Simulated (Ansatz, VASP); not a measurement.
**ZnGa39O60 (partly crystallised Ga2O3): VASP beside Ansatz**

Wanted: the spread between two codes on one cell, functional and k mesh. Of the first pair: The structure shown is the start of the Ansatz relaxation below; VASP solves that cell, so the two are compared at the walk's first step.

Program: Ansatz 0.2.0. Level of theory: plane waves, with VASP 6.6.1 beside it; single point at LDA. Results are calculated unless marked as measured.

## Step 1: Set-up

The cell holds 100 atoms: 39 Ga, 1 Zn and 60 O. Cell: a = 10.071 Å, b = 10.071 Å, c = 10.071 Å, α = 90.0°, β = 90.0°, γ = 90.0°. It derives from Ga2O3 (partly crystallised Ga2O3). As first built, before any earlier steps moved the atoms (in the runner's words): 100 atoms (40 Fe, 60 O) placed at random at 4.44 g/cm^3, melted at 5000 K for 10 ps at fixed volume with the Morse and Coulomb pair potential with partial charges (Pedone, Malavasi, Menziani, Cormack and Segre, J. Phys. Chem. B 110, 11780 (2006)). Quenched from 5000 K to 300 K at 100 K/ps and fixed volume, held 10 ps at zero pressure, then minimised at fixed cell. Then Fe was replaced by Ga and the cell scaled by 1.003 (the potential has no terms for the new elements, so the cell is a start for a DFT relaxation). Nearest the centre at fractional (0.208, 0.941, 0.981): Zn40 at 0.00 Å, O62 at 1.87 Å, O76 at 1.91 Å, O72 at 1.91 Å, O74 at 2.05 Å, O71 at 2.11 Å, O69 at 2.64 Å, O67 at 2.88 Å.

## Step 2: Ansatz: relaxation, LDA

Ansatz runs on its PAW soft_1 files.

The two programs are compared at the cell with which this relaxation starts, whose forces are those of its first step.

input.yaml reads:

```yaml
crystal:
  lattice:
    - [10.07124, 0.0, 0.0]
    - [0.0, 10.07124, 0.0]
    - [0.0, 0.0, 10.07124]
  atoms:
    - { symbol: Ga, position: [0.64097, 0.90602, 0.69452] }
    - { symbol: Ga, position: [0.40062, 0.23719, 0.0297] }
    - { symbol: Ga, position: [0.40239, 0.63074, 0.99828] }
[... 5 atom lines left out ...]
    - { symbol: Ga, position: [0.1434, 0.93838, 0.30574] }
    - { symbol: Ga, position: [0.4646, 0.03648, 0.85403] }
    - { symbol: Ga, position: [0.15321, 0.26202, 0.27938] }
[... 3 atom lines left out ...]
    - { symbol: Ga, position: [0.38992, 0.72928, 0.30905] }
[... 3 atom lines left out ...]
    - { symbol: Ga, position: [0.2028, 0.16702, 0.74422] }
    - { symbol: Ga, position: [0.92123, 0.87219, 0.07638] }
[... 1 atom line left out ...]
    - { symbol: Ga, position: [0.11848, 0.62159, 0.2041] }
[... 5 atom lines left out ...]
    - { symbol: Ga, position: [0.95772, 0.23876, 0.60158] }
    - { symbol: Ga, position: [0.89646, 0.77918, 0.76138] }
    - { symbol: Ga, position: [0.15124, 0.90538, 0.68326] }
[... 1 atom line left out ...]
    - { symbol: Ga, position: [0.1421, 0.71067, 0.50397] }
[... 1 atom line left out ...]
    - { symbol: Ga, position: [0.38524, 0.43118, 0.80192] }
    - { symbol: Ga, position: [0.14835, 0.67549, 0.87173] }
[... 2 atom lines left out ...]
    - { symbol: Ga, position: [0.63397, 0.28403, 0.3122] }
[... 1 atom line left out ...]
    - { symbol: Ga, position: [0.65288, 0.93278, 0.31383] }
[... 5 atom lines left out ...]
    - { symbol: O, position: [0.56202, 0.67653, 0.07927] }
    - { symbol: O, position: [0.23887, 0.51138, 0.9061] }
[... 2 atom lines left out ...]
    - { symbol: O, position: [0.99536, 0.81088, 0.59626] }
[... 1 atom line left out ...]
    - { symbol: O, position: [0.09969, 0.75218, 0.32799] }
    - { symbol: O, position: [0.03878, 0.07334, 0.67243] }
[... 5 atom lines left out ...]
    - { symbol: O, position: [0.83807, 0.02769, 0.99668] }
    - { symbol: O, position: [0.31581, 0.59687, 0.18233] }
[... 1 atom line left out ...]
    - { symbol: O, position: [0.08369, 0.93815, 0.1186], spin: 0.6 }
[... 4 atom lines left out ...]
    - { symbol: O, position: [0.31781, 0.87286, 0.23649] }
    - { symbol: O, position: [0.22021, 0.71918, 0.69332] }
    - { symbol: O, position: [0.09026, 0.16224, 0.90587] }
[... 1 atom line left out ...]
    - { symbol: O, position: [0.06237, 0.86618, 0.8506], spin: 0.6 }
    - { symbol: O, position: [0.34955, 0.05532, 0.03418], spin: 0.6 }
[... 1 atom line left out ...]
    - { symbol: O, position: [0.28476, 0.99562, 0.80069], spin: 0.6 }
[... 1 atom line left out ...]
    - { symbol: O, position: [0.28595, 0.76863, 0.96071], spin: 0.6 }
[... 1 atom line left out ...]
    - { symbol: O, position: [0.57391, 0.89071, 0.87201] }
    - { symbol: O, position: [0.46677, 0.61029, 0.80667] }
    - { symbol: O, position: [0.24527, 0.32492, 0.11849] }
    - { symbol: O, position: [0.04114, 0.67789, 0.04937] }
    - { symbol: O, position: [0.47661, 0.23568, 0.20721] }
[... 4 atom lines left out ...]
    - { symbol: O, position: [0.57495, 0.97127, 0.13594] }
    - { symbol: O, position: [0.5623, 0.1729, 0.94626] }
    - { symbol: O, position: [0.30775, 0.16725, 0.59544] }
[... 3 atom lines left out ...]
    - { symbol: O, position: [0.97822, 0.61075, 0.80294] }
    - { symbol: O, position: [0.81844, 0.76965, 0.94278] }
    - { symbol: O, position: [0.99464, 0.2174, 0.19101] }
[... 2 atom lines left out ...]
    - { symbol: O, position: [0.23712, 0.10207, 0.29622] }
    - { symbol: O, position: [0.31447, 0.27126, 0.86251] }
    - { symbol: O, position: [0.97524, 0.41053, 0.96812] }
magnetization:
  spin_polarized: true
kpoints:
  mp_grid: { grid: [1, 1, 1] }
hamiltonian:
  xc: lda
  pseudopotentials: { kind: paw, azcp: { folder: soft_1 }, xc_functional: pbe }
scf:
  occupations: { method: fermi_dirac, width: 0.025 }
  lower_state_search: "off"
output:
  forces: true
  eigenvalues: true
relax:
  f_tol: 0.05
  max_steps: 90
```

Launch:

```bash
$ ansatz run input.yaml --threads 4 --pin off --max-ram 8192MiB --backend cpu --events-out ev --progress --plain --runs-dir out
```

Numbers of over 12 decimals in the logs are rounded to 6 here.

What it wrote:

```text
Engine: ansatz 0.2.0, x86_64-unknown-linux-gnu
Pseudopotentials: kind: paw
Pseudopotential: Ga, paw, valence charge 13, recommended cutoff 420 eV (normal), soft_1/Ga.paw.azcp
Pseudopotential: Zn, paw, valence charge 12, recommended cutoff 420 eV (normal), soft_1/Zn.paw.azcp
Pseudopotential: O, paw, valence charge 6, recommended cutoff 420 eV (normal), soft_1/O.paw.azcp
Functional definition: SPW92
  exchange = slater_x
  correlation = pw_c
Crystal: 100 atoms, lattice volume = 1021.525 Å³
Basis set: ecut = 420 eV, 20005 PW (Γ)
Bands: 542, of which v1, the nominal top of the filled ones, is band 440 counted from 1 (439 counted from 0)
Symmetry: 1 space group operations
Space group: P1 (ITA 1), of the structure as read, at distance tolerance 1.0e-4 Å
Magnetic group: BNS 1.1 (UNI 1), of the structure as read, at distance tolerance 1.0e-4 Å
k-points: 1
Non-local potential: Ga, projectors of the file, l = 0: 2, l = 1: 2, l = 2: 3, l = 3: 1
Non-local potential: Zn, projectors of the file, l = 0: 2, l = 1: 2, l = 2: 3, l = 3: 1
Non-local potential: O, projectors of the file, l = 0: 2, l = 1: 2, l = 2: 1
PAW form: soft (Blöchl's): semilocal exchange-correlation on the pseudo side does not see the compensation charge
PAW frozen core: Ga, regenerated for the run's functional, and the local potential with it (the file was generated under x = pbe(κ = 0.804, μ = 0.219515), c = pbe(β = 0.066725))
PAW frozen core: Zn, regenerated for the run's functional, and the local potential with it (the file was generated under x = pbe(κ = 0.804, μ = 0.219515), c = pbe(β = 0.066725))
PAW frozen core: O, regenerated for the run's functional, and the local potential with it (the file was generated under x = pbe(κ = 0.804, μ = 0.219515), c = pbe(β = 0.066725))
PAW one-centre angular grid: Ga, 590 points (default); XC on 64 Gauss nodes
PAW one-centre angular grid: Zn, 590 points (default); XC on 64 Gauss nodes
PAW one-centre angular grid: O, 110 points (default); XC on 64 Gauss nodes
Initial density: superposition of atomic densities (chi_scale 0.1, normalization cell, long waves kept (reshape's long-wave potential 0.16 eV rms))
Starting moments: Σ|m| = 3.6 μB on 6 of 100 sites
Initial wavefunctions: pseudopotential atomic-orbital guess
Functional: x = slater, c = lda
SCF iter   1: F=—  HF=-181187.047919 eV  |F-HF|=—  |Δ(HF+E_count)|=         —  Δρ=6.16e-2 (↑5.78e-2 ↓6.16e-2)  dr2=6.48e1  dr2_m=1.76e0  M=0.997 μB ∫|m|=1.533 μB  β_m=0.30  ethr=3.10e-3  ⟨swp⟩=6.0  Hψ=3854  notcnv=0  defer=2
preconditioner: auto → Resta (q_TF=auto, 2.661 Å⁻¹)  ε∞=4.4  [insulator: Δε(μ)=0.144 eV  Ē_g=18.774 eV  σ=0.025 eV  W_gap=0.89  n_scr=340 (ndim 8)  ℏωp=34.4 eV  f_vac=0.010  D(μ)=4.22/eV (n_scr^D=6)  ε∞_Penn≈4.4]
spin=Collinear: Resta preconditioning applied to the charge; magnetization (m = ρ↑ − ρ↓) channel mixes plain (no charge-response kernel on spin).
SCF iter   2: F=—  HF=-181175.758419 eV  |F-HF|=—  |Δ(HF+E_count)|=    1.13e1  Δρ=4.15e-2 (↑3.86e-2 ↓4.15e-2)  dr2=3.07e1  dr2_m=9.72e-1  M=0.661 μB ∫|m|=1.101 μB  β_m=0.30  ethr=3.10e-3  ⟨swp⟩=3.0  Hψ=2036  notcnv=0  defer=190
SCF iter   3: F=—  HF=-181168.085185 eV  |F-HF|=—  |Δ(HF+E_count)|=    7.67e0  Δρ=2.35e-2 (↑1.89e-2 ↓2.35e-2)  dr2=1.21e1  dr2_m=6.60e-1  M=1.000 μB ∫|m|=1.377 μB  β_m=0.30  ethr=3.10e-3  ⟨swp⟩=4.0  Hψ=1683  notcnv=0  defer=190
SCF iter   4: F=—  HF=-181164.949229 eV  |F-HF|=—  |Δ(HF+E_count)|=    3.14e0  Δρ=1.01e-2 (↑9.18e-3 ↓1.01e-2)  dr2=2.48e0  dr2_m=2.01e-1  M=1.000 μB ∫|m|=1.233 μB  β_m=0.30  ethr=1.37e-3  ⟨swp⟩=3.0  Hψ=1266  notcnv=0  defer=188
SCF iter   5: F=—  HF=-181164.477921 eV  |F-HF|=—  |Δ(HF+E_count)|=   4.71e-1  Δρ=6.53e-3 (↑5.56e-3 ↓6.53e-3)  dr2=1.08e0  dr2_m=1.19e-1  M=1.000 μB ∫|m|=1.191 μB  β_m=0.30  ethr=2.83e-4  ⟨swp⟩=3.0  Hψ=1682  notcnv=0  defer=188
SCF iter   6: F=—  HF=-181164.464155 eV  |F-HF|=—  |Δ(HF+E_count)|=   1.38e-2  Δρ=1.30e-2 (↑6.01e-3 ↓1.30e-2)  dr2=3.88e0  dr2_m=3.36e-1  M=0.444 μB ∫|m|=0.711 μB  β_m=0.30  ethr=1.23e-4  ⟨swp⟩=2.5  Hψ=1867  notcnv=0  defer=188
SCF iter   7: F=—  HF=-181164.430608 eV  |F-HF|=—  |Δ(HF+E_count)|=   3.35e-2  Δρ=5.42e-3 (↑2.74e-3 ↓5.42e-3)  dr2=3.36e-1  dr2_m=7.38e-2  M=0.990 μB ∫|m|=1.118 μB  β_m=0.30  ethr=1.23e-4  ⟨swp⟩=2.5  Hψ=1474  notcnv=0  defer=188
SCF iter   8: F=—  HF=-181164.461368 eV  |F-HF|=—  |Δ(HF+E_count)|=   3.08e-2  Δρ=3.28e-3 (↑2.29e-3 ↓3.28e-3)  dr2=2.82e-1  dr2_m=1.82e-2  M=0.998 μB ∫|m|=1.116 μB  β_m=0.30  ethr=3.82e-5  ⟨swp⟩=2.0  Hψ=1850  notcnv=0  defer=188
Mixer restart at iter 8: flushing history
spin-set hold released at iteration 8 (site moments contracting): the magnetisation degrees of freedom join the quasi-Newton model from the next iteration; the mixer history was flushed
[...]
--- Relaxed structure (14 steps of the walk, 14 accepted, 0 SCFs on fresh bases) ---
  F+E_penalty+E_count = -181164.92596494 eV   max|allowed force component| = 1.751e-2 eV/Å
  atoms:
    - { symbol: Ga, position: [0.642731, 0.903774, 0.701216] }
    - { symbol: Ga, position: [0.401913, 0.240268, 0.028028] }
    - { symbol: Ga, position: [0.406487, 0.627551, 0.996604] }
    - { symbol: Ga, position: [0.911133, 0.477090, 0.427625] }
    - { symbol: Ga, position: [0.398104, 0.690931, 0.636354] }
    - { symbol: Ga, position: [0.412772, 0.019140, 0.546502] }
    - { symbol: Ga, position: [0.181577, 0.392917, 0.536865] }
    - { symbol: Ga, position: [0.894821, 0.161442, 0.336442] }
    - { symbol: Ga, position: [0.140108, 0.941941, 0.300180] }
    - { symbol: Ga, position: [0.458252, 0.033074, 0.866738] }
    - { symbol: Ga, position: [0.151776, 0.264952, 0.275920] }
    - { symbol: Ga, position: [0.884579, 0.595485, 0.980794] }
    - { symbol: Ga, position: [0.643680, 0.356963, 0.933797] }
    - { symbol: Ga, position: [0.680215, 0.708705, 0.494761] }
    - { symbol: Ga, position: [0.387286, 0.731924, 0.308219] }
    - { symbol: Ga, position: [0.464083, 0.432048, 0.481755] }
    - { symbol: Ga, position: [0.695148, 0.110642, 0.076922] }
    - { symbol: Ga, position: [0.894745, 0.374177, 0.150193] }
    - { symbol: Ga, position: [0.200382, 0.165392, 0.751134] }
    - { symbol: Ga, position: [0.919035, 0.869492, 0.076186] }
    - { symbol: Ga, position: [0.670661, 0.228327, 0.640429] }
    - { symbol: Ga, position: [0.117812, 0.623165, 0.206610] }
    - { symbol: Ga, position: [0.637795, 0.554389, 0.732112] }
    - { symbol: Ga, position: [0.674586, 0.616420, 0.232396] }
    - { symbol: Zn, position: [0.212563, 0.934158, 0.997408] }
[...]
- { symbol: Ga, position: [0.649535, 0.827764, 0.029792] }
    - { symbol: Ga, position: [0.384041, 0.430604, 0.798447] }
    - { symbol: Ga, position: [0.148151, 0.676451, 0.874148] }
    - { symbol: Ga, position: [0.401078, 0.044880, 0.226785] }
    - { symbol: Ga, position: [0.385581, 0.423787, 0.213996] }
    - { symbol: Ga, position: [0.634132, 0.283399, 0.309294] }
    - { symbol: Ga, position: [0.143824, 0.345034, 0.956378] }
    - { symbol: Ga, position: [0.654663, 0.933548, 0.311930] }
    - { symbol: O, position: [0.727277, 0.111844, 0.270024] }
    - { symbol: O, position: [0.474627, 0.427513, 0.00325632] }
    - { symbol: O, position: [0.828298, 0.235155, 0.773165] }
    - { symbol: O, position: [0.570367, 0.745254, 0.334418] }
    - { symbol: O, position: [0.799617, 0.536231, 0.129100] }
    - { symbol: O, position: [0.563099, 0.675490, 0.079469] }
    - { symbol: O, position: [0.234518, 0.506343, 0.898973] }
    - { symbol: O, position: [0.321980, 0.668184, 0.464825] }
    - { symbol: O, position: [0.549400, 0.469550, 0.296710] }
    - { symbol: O, position: [1.000386, 0.812703, 0.593305] }
    - { symbol: O, position: [0.554851, 0.579169, 0.561946] }
    - { symbol: O, position: [0.102817, 0.754118, 0.333110] }
    - { symbol: O, position: [0.038555, 0.073357, 0.678387] }
    - { symbol: O, position: [0.754766, 0.496898, 0.864784] }
    - { symbol: O, position: [0.089471, 0.336276, 0.703407] }
    - { symbol: O, position: [0.337971, 0.443776, 0.621129] }
    - { symbol: O, position: [0.981426, 0.00561973, 0.383197] }
    - { symbol: O, position: [0.490300, 0.846518, 0.610785] }
    - { symbol: O, position: [0.836587, 0.025928, 0.994932] }
    - { symbol: O, position: [0.314781, 0.598221, 0.184172] }
    - { symbol: O, position: [0.068086, 0.536259, 0.512530] }
    - { symbol: O, position: [0.073969, 0.938287, 0.125503] }
    - { symbol: O, position: [0.735971, 0.291795, 0.077805] }
    - { symbol: O, position: [0.788077, 0.609251, 0.389323] }
[...]
- { symbol: O, position: [0.978079, 0.608295, 0.802044] }
    - { symbol: O, position: [0.817048, 0.768309, 0.942483] }
    - { symbol: O, position: [0.993116, 0.219186, 0.189650] }
    - { symbol: O, position: [0.557159, 0.078649, 0.681073] }
    - { symbol: O, position: [0.301905, 0.384497, 0.378278] }
    - { symbol: O, position: [0.235298, 0.105100, 0.291984] }
    - { symbol: O, position: [0.319673, 0.268816, 0.857693] }
    - { symbol: O, position: [0.972184, 0.412065, 0.969351] }
```

[end of part 1 of 3]

[Lines on the potential files, build, host, timing and source positions are cut from VASP's logs without a mark.]

[Logs are printed without paths, hosts, clocks, repeated set-up lines and the standing remarks that a program may print on its own settings, such as how far it seeks lower states.]

[Hosts, paths, dates, database ids (printed as entryN), source tags and the programs' standing remarks are cut or masked in the printed files.]
